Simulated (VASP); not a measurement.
Energy against volume of Rb (bcc). Computed with PW91 GGA, VASP's PBE PAW potentials (set 64) (plane waves; VASP). Numerical set-up: 520 eV cut-off, 9×9×9 Γ-centred mesh, first-order Methfessel-Paxton smearing of 0.10 eV, potentials Rb_sv.

```
V (Å³/atom)  E (eV/atom)
-----------  -----------
85.554          -0.93870
88.285          -0.94091
91.015          -0.94150
93.745          -0.94070
```

### Question
Fit these four points and predict the energy of the run at 96.476 Å³/atom.

### Answer
A cubic in V^(−2/3), the third-order Birch-Murnaghan form, passes through the four points with V0 = 90.74 Å³/atom and B0 = 3 GPa, and gives -0.9387 eV/atom there. The run gave -0.9387 eV/atom, +0.0 meV/atom from the fit; all five points give B0 = 3 GPa.

The compound is Rb in the bcc structure. It was relaxed first.
